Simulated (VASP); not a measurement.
Level of theory: PBE GGA, VASP's PBE PAW potentials (set 64) (plane waves; VASP 6.6.1).

VASP ran on this input.

### KPOINTS
```
Automatic mesh
0
Gamma
8 8 8
0 0 0
```

### POSCAR
```
KF
1
    0.0000000000     2.7509612909     2.7509612909
    2.7509612909     0.0000000000     2.7509612909
    2.7509612909     2.7509612909     0.0000000000
K F
1 1
Direct
  0.0000000000   0.0000000000   0.0000000000
  0.5000000000   0.5000000000   0.5000000000
```

INCAR:
```
LWAVE = .FALSE.
PREC = Accurate
SIGMA = 0.05
LASPH = .TRUE.
EDIFFG = -0.01
EDIFF = 1E-7
LCHARG = .FALSE.
NELM = 100
GGA = PE
LREAL = .FALSE.
NSW = 30   # most ionic steps
SYSTEM = KF
ISIF = 2   # forces and stress, cell fixed
ISMEAR = 0   # Gaussian
ENCUT = 600   # plane-wave cut-off (eV)
IBRION = 2   # conjugate gradients
ALGO = Normal
```

POTCAR, in this order: K_sv F (PBE.64 set). Program: vasp_std.

Output

**OSZICAR**
```
       N       E                     dE             d eps       ncg     rms          rms(c)
DAV:   1     0.120990829884E+03    0.12099E+03   -0.90731E+03   696   0.142E+03
DAV:   2    -0.398260104840E+01   -0.12497E+03   -0.10941E+03   840   0.334E+02
DAV:   3    -0.941529054385E+01   -0.54327E+01   -0.54096E+01   856   0.670E+01
DAV:   4    -0.958822218828E+01   -0.17293E+00   -0.17282E+00  1132   0.102E+01
DAV:   5    -0.958950955262E+01   -0.12874E-02   -0.12873E-02   840   0.104E+00    0.623E+00
DAV:   6    -0.832943147083E+01    0.12601E+01   -0.44548E+00   796   0.176E+01    0.344E+00
DAV:   7    -0.829885057540E+01    0.30581E-01   -0.13293E-01   944   0.315E+00    0.205E+00
DAV:   8    -0.829364940945E+01    0.52012E-02   -0.61010E-02   768   0.287E+00    0.216E-01
DAV:   9    -0.829556957478E+01   -0.19202E-02   -0.68463E-03   948   0.676E-01    0.124E-01
DAV:  10    -0.829615629217E+01   -0.58672E-03   -0.10174E-03   792   0.312E-01    0.635E-02
DAV:  11    -0.829629616211E+01   -0.13987E-03   -0.40545E-04   748   0.161E-01    0.221E-02
DAV:  12    -0.829628533443E+01    0.10828E-04   -0.73925E-05   896   0.701E-02    0.727E-03
DAV:  13    -0.829628516969E+01    0.16474E-06   -0.56718E-06   772   0.235E-02    0.268E-03
DAV:  14    -0.829628521590E+01   -0.46205E-07   -0.48522E-07   876   0.638E-03
   1 F= -.82962852E+01 E0= -.82962852E+01  d E =-.829629E+01
```

OUTCAR:
```
------------------------ aborting loop because EDIFF is reached ----------------------------------------
  FORCE on cell =-STRESS in cart. coord.  units (eV):
  Direction    XX          YY          ZZ          XY          YZ          ZX
  --------------------------------------------------------------------------------------
  Total       -0.3142252     -0.3142252     -0.3142252     -0.0000000     -0.0000000     -0.0000000
  in kB      -12.0911640    -12.0911640    -12.0911640     -0.0000000     -0.0000000     -0.0000000
  external PRESSURE =     -12.0911640 kB  Pullay stress =       0.0000000 kB
  volume of cell :       41.64
      direct lattice vectors                 reciprocal lattice vectors
     0.000000000  2.750961291  2.750961291    -0.181754648  0.181754648  0.181754648
     2.750961291  0.000000000  2.750961291     0.181754648 -0.181754648  0.181754648
     2.750961291  2.750961291  0.000000000     0.181754648  0.181754648 -0.181754648
  FREE ENERGIE OF THE ION-ELECTRON SYSTEM (eV)
  ---------------------------------------------------
  free  energy   TOTEN  =        -8.2962852159 eV

  energy  without entropy=       -8.2962852159  energy(sigma->0) =       -8.29628522

 reached required accuracy - stopping structural energy minimisation
```
(Selected blocks of OUTCAR.)

The compound is KF in the rock salt structure. This cell was strained or had an atom moved on purpose.
